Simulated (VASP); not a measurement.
# In2Ni3S2 with r2SCAN: from relaxation to properties, part 8 of 8

What structure and properties does r2SCAN give In2Ni3S2, and how near are they to the measured ones? The start is a computed cell from the Materials Project.

VASP 6.6.1; r2SCAN, spin-polarised from a ferromagnetic start; plane waves and PAW (In_d, Ni, S).

Still holding for the runs below: The k-mesh is coarse for a metal.

So far. Step 13 (Volume scan with r2SCAN (run 6)): The pressure falls from -2.17 to -4.09 GPa. Step 13 (Volume scan with r2SCAN (run 6)): The run ends at a pressure of -4.09 GPa, with forces up to 0.50 eV/Å.

## (14) Volume scan with r2SCAN (run 7)

A prediction first. A least-squares parabola for the 6 pressures of evenly scaled cells so far, P = 0.01 -116.5 t +302 t² GPa with t = ln(V/V₁) and V₁ the volume at scale 1, gives -5.75 GPa at t = +0.0583.

The input, INCAR:

```
SYSTEM = In2Ni3S2
PREC = Accurate
ENCUT = 400
EDIFF = 1E-06
NELM = 100
ISMEAR = 0
SIGMA = 0.05
LREAL = .FALSE.
ALGO = Normal
METAGGA = R2SCAN
LASPH = .TRUE.
NBANDS = 47
ISPIN = 2
MAGMOM = 0 0 1 1 1 0 0
LMAXMIX = 4
LORBIT = 11
LWAVE = .FALSE.
LCHARG = .FALSE.
KPAR = 4
ISIF = 2
```

The input, POSCAR:

```
In2Ni3S2
1.0
    2.7360803944      1.5796767522      4.5962590852
   -2.7360803944      1.5796767522      4.5962590852
    0.0000000000     -3.1593535045      4.5962590852
In Ni S
2 3 2
Direct
    0.5000000000      0.5000000000      0.5000000000
    0.0000000000      0.0000000000      0.0000000000
    0.5000000000      0.0000000000      0.0000000000
    0.0000000000      0.5000000000      0.0000000000
    0.0000000000      0.0000000000      0.5000000000
    0.7232349648      0.7232349648      0.7232349648
    0.2767650352      0.2767650352      0.2767650352
```

The input, KPOINTS:

```
Automatic mesh
0
Gamma
5 5 5
0 0 0
```

Potentials, in the order of the species: In_d, Ni and S (PBE family, release 64).

Launch:

```sh
$ mpirun -np 4 vasp_std
```

Output:

```text
[... set-up lines as in an earlier step ...]
 entering main loop
       N       E                     dE             d eps       ncg     rms          rms(c)
DAV:   1     0.524949311451E+03    0.52495E+03   -0.25646E+04  3572   0.161E+03
DAV:   2    -0.334307579520E+02   -0.55838E+03   -0.53216E+03  3572   0.417E+02
DAV:   3    -0.110354158102E+03   -0.76923E+02   -0.74042E+02  3908   0.173E+02
DAV:   4    -0.114717307118E+03   -0.43631E+01   -0.43172E+01  4231   0.405E+01
[...]
DAV:  17    -0.100353871015E+03   -0.14818E-04   -0.60618E-05  4410   0.618E-02    0.201E-02
DAV:  18    -0.100353875421E+03   -0.44065E-05   -0.28692E-05  4386   0.525E-02    0.616E-03
DAV:  19    -0.100353876030E+03   -0.60875E-06   -0.37283E-06  3612   0.144E-02
   1 F= -.10035388E+03 E0= -.10035288E+03  d E =-.198871E-02  mag=     0.1946
```

Elapsed: 86 s, on 4 MPI ranks of Intel Xeon 6975P-C (Granite Rapids), shared host; peak memory 1.3 GiB; 5.7 min of CPU time.

From OUTCAR (step 14):

```text
  Total       -4.0669073     -4.0669073     -4.7609552      0.0000000      0.0000000      0.0000000
  in kB      -54.6665954    -54.6665954    -63.9958542      0.0000000      0.0000000      0.0000000
  external PRESSURE =     -57.7763483 kB  Pullay stress =       0.0000000 kB

 POSITION                                       TOTAL-FORCE (eV/Angst)
 -----------------------------------------------------------------------------------
      0.00000     -0.00000      6.89439         0.000000     -0.000000     -0.000000
      0.00000      0.00000      0.00000         0.000000     -0.000000     -0.000000
      1.36804      0.78984      2.29813         0.000000     -0.000000     -0.000000
     -1.36804      0.78984      2.29813        -0.000000     -0.000000     -0.000000
      0.00000     -1.57968      2.29813         0.000000     -0.000000     -0.000000
      0.00000     -0.00000      9.97253         0.000000     -0.000000      0.714096
      0.00000     -0.00000      3.81625         0.000000      0.000000     -0.714096
 -----------------------------------------------------------------------------------
    total drift:                                0.000000      0.000000     -0.000000

  FREE ENERGIE OF THE ION-ELECTRON SYSTEM (eV)
  ---------------------------------------------------
  free  energy   TOTEN  =      -100.3538760300 eV

  energy  without entropy=     -100.3518873203  energy(sigma->0) =     -100.35288168

 magnetization (x)
# of ion       s       p       d       tot
------------------------------------------
    1        0.016  -0.010  -0.000   0.006
    2       -0.001  -0.004  -0.000  -0.005
    3        0.001  -0.003   0.062   0.060
    4        0.001  -0.003   0.062   0.060
    5        0.001  -0.003   0.062   0.060
    6        0.000   0.009   0.000   0.009
    7        0.000   0.009   0.000   0.009
--------------------------------------------------
tot          0.017  -0.005   0.187   0.199

[... 1 part as in an earlier step ...]

[... 2 further parts left out ...]
[key lines of the parts left out:]
E-fermi :   7.7860
```

Spin moment in the PAW sphere by atom:

| atom | spin moment in the PAW sphere (μB) |
| --- | --- |
| In1 | 0.0060 |
| In2 | -0.0050 |
| Ni3 | 0.0600 |
| Ni4 | 0.0600 |
| Ni5 | 0.0600 |
| S6 | 0.0090 |
| S7 | 0.0090 |

The pressure falls from -4.09 to -5.78 GPa. The parabola predicted -5.75 GPa, +0.03 GPa off.

## (15) Side by side

Times are for 4 MPI ranks of Intel Xeon 6975P-C (Granite Rapids), shared host. The runs compared:

| no. | volume scale | energy above the lowest point (meV/atom) | pressure (GPa) | time | memory (GiB) |
| --- | --- | --- | --- | --- | --- |
| 1 | 0.94 | 25.81 | 8.382 | 93 s | 1.2 |
| 2 | 0.96 | 11.51 | 5.261 | 97 s | 1.2 |
| 3 | 0.98 | 3.11 | 2.484 | 77 s | 1.3 |
| 4 | 1 | 0 | 0.02333 | 69 s | 1.3 |
| 5 | 1.02 | 1.61 | -2.169 | 69 s | 1.3 |
| 6 | 1.04 | 7.31 | -4.094 | 1.9 min | 1.3 |
| 7 | 1.06 | 16.28 | -5.778 | 86 s | 1.3 |

## (16) Fit for r2SCAN

This step: Birch-Murnaghan fit, r2SCAN; plane waves and PAW (VASP 6.6.1).

Derived from the runs above.

Numbers from this step:

```yaml
pressure_derivative_of_the_bulk_modulus: 5.832
r_m_s_error_of_the_fit: 5.16e-5 eV/atom
minimum_inside_the_sampled_range: yes
bulk_modulus: 113.1 GPa
equilibrium_volume_of_the_fit: 16.11 Å³/atom
```

The energy above the fitted minimum by volume:

| volume (Å³/atom) | energy above the fitted minimum (eV/atom) |
| --- | --- |
| 15.100 | 0.0258 |
| 15.421 | 0.0115 |
| 15.742 | 0.00309 |
| 16.064 | -1.9e-5 |
| 16.385 | 0.00159 |
| 16.706 | 0.00729 |
| 17.028 | 0.0163 |

The fit over cells of fixed shape and fractional positions puts the volume +0.28 % from the relaxed one. At a finite cutoff and mesh the minimum of the energy and the zero of the stress don't quite coincide, and the relaxation stops at a threshold. The atoms bear forces along the scan, since they were held; freeing them would lower the modulus.

## (17) Self-consistent run (r2SCAN) with a changed input

This step: r2SCAN, spin-polarised from a ferromagnetic start; plane waves and PAW (In_d, Ni, S) (VASP 6.6.1).

This run is made with a changed input; what comes of it follows.

Changes to INCAR since step 14:

```diff
@@ -4,5 +4,5 @@
 EDIFF = 1E-06
-NELM = 100
+NELM = 79
 ISMEAR = 0
-SIGMA = 0.05
+SIGMA = 5
 LREAL = .FALSE.
```

Changes to POSCAR since step 14:

```diff
@@ -2,5 +2,5 @@
 1.0
-    2.7360803944      1.5796767522      4.5962590852
-   -2.7360803944      1.5796767522      4.5962590852
-    0.0000000000     -3.1593535045      4.5962590852
+    2.6834503590      1.5492907871      4.5078474732
+   -2.6834503590      1.5492907871      4.5078474732
+    0.0000000000     -3.0985815743      4.5078474732
 In Ni S
```

KPOINTS is that of step 14.

Launch:

```sh
$ mpirun -np 4 vasp_std
```

Output:

```text
[... set-up lines as in an earlier step ...]
 entering main loop
       N       E                     dE             d eps       ncg     rms          rms(c)
DAV:   1     0.517524089647E+03    0.51752E+03   -0.25794E+04  3572   0.164E+03
DAV:   2    -0.523149742716E+02   -0.56984E+03   -0.54201E+03  3572   0.426E+02
DAV:   3    -0.136389947174E+03   -0.84075E+02   -0.80024E+02  3909   0.177E+02
DAV:   4    -0.141727001036E+03   -0.53371E+01   -0.52202E+01  4284   0.432E+01
DAV:   5    -0.141993543768E+03   -0.26654E+00   -0.26505E+00  5506   0.900E+00    0.372E+01
DAV:   6    -0.143214304458E+03   -0.12208E+01   -0.13224E+02  4288   0.161E+02    0.533E+01
DAV:   7    -0.122506922583E+03    0.20707E+02   -0.43635E+01  4429   0.930E+01    0.156E+01
DAV:   8    -0.122902507242E+03   -0.39558E+00   -0.76380E+00  4508   0.314E+01    0.713E+00
DAV:   9    -0.122725613765E+03    0.17689E+00   -0.17038E+00  4374   0.143E+01    0.239E+00
DAV:  10    -0.122742745327E+03   -0.17132E-01   -0.17175E-01  4530   0.265E+00    0.210E+00
DAV:  11    -0.122742817527E+03   -0.72200E-04   -0.12466E-02  5439   0.595E-01    0.209E+00
DAV:  12    -0.122742960508E+03   -0.14298E-03   -0.73132E-04  4738   0.112E-01    0.209E+00
DAV:  13    -0.122742994680E+03   -0.34172E-04   -0.30409E-04  5722   0.228E-02    0.212E+00
DAV:  14    -0.122739483854E+03    0.35108E-02   -0.11971E-02  4799   0.160E+00    0.189E+00
DAV:  15    -0.122739600848E+03   -0.11699E-03   -0.49627E-03  4034   0.343E-01    0.147E+00
DAV:  16    -0.122739611072E+03   -0.10224E-04   -0.36693E-04  4506   0.136E-01    0.101E+00
DAV:  17    -0.122739624284E+03   -0.13212E-04   -0.89592E-05  5269   0.316E-02    0.830E-01
DAV:  18    -0.122739637484E+03   -0.13200E-04   -0.14310E-04  4499   0.910E-02    0.279E-01
DAV:  19    -0.122739657386E+03   -0.19902E-04   -0.73149E-05  4969   0.480E-02    0.126E-01
DAV:  20    -0.122739656492E+03    0.89393E-06   -0.28125E-05  3652   0.174E-02    0.109E-01
DAV:  21    -0.122739651822E+03    0.46701E-05   -0.22423E-05  3681   0.164E-02    0.211E-02
DAV:  22    -0.122739652514E+03   -0.69190E-06   -0.14405E-05  2449   0.103E-02    0.315E-02
DAV:  23    -0.122739652843E+03   -0.32871E-06   -0.10322E-05  2248   0.416E-03    0.191E-02
DAV:  24    -0.122739653220E+03   -0.37730E-06   -0.70923E-06  2185   0.291E-03
 -----------------------------------------------------------------------------
|                                                                             |
|           W    W    AA    RRRRR   N    N  II  N    N   GGGG   !!!           |
|           W    W   A  A   R    R  NN   N  II  NN   N  G    G  !!!           |
|           W    W  A    A  R    R  N N  N  II  N N  N  G       !!!           |
|           W WW W  AAAAAA  RRRRR   N  N N  II  N  N N  G  GGG   !            |
|           WW  WW  A    A  R   R   N   NN  II  N   NN  G    G                |
|           W    W  A    A  R    R  N    N  II  N    N   GGGG   !!!           |
|                                                                             |
|     Your highest band is occupied at some k-points! Unless you are          |
|     performing a calculation for an insulator or semiconductor, without     |
|     unoccupied bands, you have included TOO FEW BANDS!! Please increase     |
|     the parameter NBANDS in file INCAR to ensure that the highest band      |
|     is unoccupied at all k-points. It is always recommended to include      |
|     a few unoccupied bands to accelerate the convergence of                 |
|     molecular-dynamics runs (even for insulators or semiconductors),        |
|     since the presence of unoccupied bands improves wavefunction            |
|     prediction and helps to suppress 'band-crossings'.                      |
|                                                                             |
 -----------------------------------------------------------------------------

   1 F= -.12273965E+03 E0= -.10030166E+03  d E =-.448760E+02  mag=     0.0000
```

It took 1.8 min on 4 MPI ranks; peak memory 1.3 GiB; 7 min of CPU time.

From OUTCAR (step 17):

```text
   NELECT =      68.0000    total number of electrons

 E-fermi :   9.1151

 spin component 1
 k-point     1 :       0.0000    0.0000    0.0000
  band No.  band energies     occupation
    ...
     34       6.8245      0.74147
     35       7.1148      0.71422
     36       7.1148      0.71422
     37       8.2149      0.60049
     38       8.4065      0.57943
     39      12.2145      0.19034
     40      12.2145      0.19034
     41      13.8575      0.08991
     42      13.8575      0.08991
     43      14.2757      0.07220
    ...

 k-point     2 :       0.2000    0.0000   -0.0000
  band No.  band energies     occupation
    ...
     33       6.7517      0.74808
     34       6.9226      0.73241
     35       7.7477      0.65054
     36       8.1344      0.60926
     37       8.7671      0.53921
     38      10.1319      0.38683
     39      12.2670      0.18633
     40      12.5505      0.16561
     41      12.8532      0.14519
     42      14.2555      0.07299
    ...

  Total       21.4951603     21.4951603     23.5486375      0.0000000     -0.0000000      0.0000000
  in kB      306.2698905    306.2698905    335.5284871      0.0000000     -0.0000000      0.0000000
  external PRESSURE =     316.0227560 kB  Pullay stress =       0.0000000 kB

 POSITION                                       TOTAL-FORCE (eV/Angst)
 -----------------------------------------------------------------------------------
      0.00000     -0.00000      6.76177        -0.000000     -0.000000     -0.000000
      0.00000      0.00000      0.00000        -0.000000      0.000000      0.000000
      1.34173      0.77465      2.25392         0.000000     -0.000000     -0.000000
     -1.34173      0.77465      2.25392         0.000000     -0.000000     -0.000000
      0.00000     -1.54929      2.25392         0.000000      0.000000      0.000000
      0.00000     -0.00000      9.78070        -0.000000      0.000000     -3.636012
      0.00000     -0.00000      3.74284        -0.000000     -0.000000      3.636012
 -----------------------------------------------------------------------------------
    total drift:                                0.000000      0.000000     -0.000000

  FREE ENERGIE OF THE ION-ELECTRON SYSTEM (eV)
  ---------------------------------------------------
  free  energy   TOTEN  =      -122.7396532203 eV

  energy  without entropy=      -77.8636643897  energy(sigma->0) =     -100.30165881

 magnetization (x)
# of ion       s       p       d       tot
------------------------------------------
    1        0.000  -0.000   0.000   0.000
    2        0.000   0.000  -0.000   0.000
    3       -0.000   0.000   0.000   0.000
    4       -0.000   0.000   0.000   0.000
    5       -0.000   0.000   0.000   0.000
    6        0.000   0.000   0.000   0.000
    7        0.000   0.000   0.000   0.000
--------------------------------------------------
tot          0.000   0.000   0.000   0.000

[... 8 parts as in an earlier step ...]

[... 14 further parts left out ...]
```

Convergence was reached, but on settings outside the sound range, so the numbers are no properties of the crystal.

Against the sound run on this cell (volume scan with r2SCAN) the energy at zero smearing moves by +23.6 meV an atom and the pressure by +31.58 GPa.

The fault in the input: smearing far too wide (ISMEAR = 0 and SIGMA = 5.0). Lower SIGMA until the entropy term is about 1 meV an atom.

## (18) Outcome

| Item | Value |
| --- | --- |
| relaxed volume | 16.06 Å³/atom |
| relaxed conventional cell a, b, c | 5.367, 5.367, 13.524 Å; angles 90.0, 90.0, 120.0° |
| space group after relaxing, within 0.02 Å | R-3m (No. 166) |
| moment of the cell (8×8×8 mesh) | 0 μB |
| band gap | none, a metal |
| DOS at the Fermi level | 2.69 states/eV/cell |
| highest zone-centre mode | 406 cm⁻¹ |
| bulk modulus from the fit | 113 GPa |
| volume from the fit | 16.1 Å³/atom |

What this shows: With r2SCAN, In2Ni3S2 relaxes to 16.06 Å³/atom in space group R-3m, comes out as a metal, loses the moments it was started with and has a bulk modulus of 113 GPa at fixed shape and positions, an upper bound. Band structure (r2SCAN), spin up: Of the bands kept, 3 cross the Fermi level on this path. Band structure (r2SCAN), spin down: Of the bands kept, 3 cross the Fermi level on this path. Zone-centre phonons (r2SCAN): The highest mode in this list at Γ, 406.3 cm⁻¹, has its largest share on S (54 % of the kinetic energy). Spin-orbit coupling is left out, and with elements this heavy it would split and shift bands near the Fermi level. The k-sampling is coarse for a metal, so the Fermi level, moments, pressures and the shape of the cell carry errors. Only the typed magnetic starts were tried, so the magnetic ground state may differ and with it the other results. Modes at Γ alone can't show that the crystal is stable at other wave vectors. No search among competing phases was made, and a listed structure need not be the one stable at ambient conditions. All values are for a static lattice at zero temperature.

Computed beside measured:

```
              quantity  measured           r2SCAN
lattice constant a (Å)      5.37   5.367 (-0.1 %)
lattice constant c (Å)     13.53  13.524 (-0.0 %)
```

Measured values from arxiv:2402.10096 (2024).

Verdict: The lattice constant a is off by -0.1 %. The lattice constant c matches within 0.05 %. The magnetic state of these runs (with moments in some or all of them) need not be that of the sample, so the match is not graded. Zero-point motion and thermal expansion (measured at up to 300 K) are not in the computed lattice constants.

[Lines on the potential files, build, host, timing and source positions are cut from VASP's logs without a mark.]

[Logs are printed without paths, hosts, clocks, repeated set-up lines and the standing remarks that a program may print on its own settings, such as how far it seeks lower states.]

[Hosts, paths, dates, database ids (printed as entryN), source tags and the programs' standing remarks are cut or masked in the printed files.]

[A measured line is paired with the nearest computed mode of its activity, which favours agreement.]

[In band tables of VASP the shares of atoms and orbitals are scaled to a sum of 1 inside the atoms' spheres.]
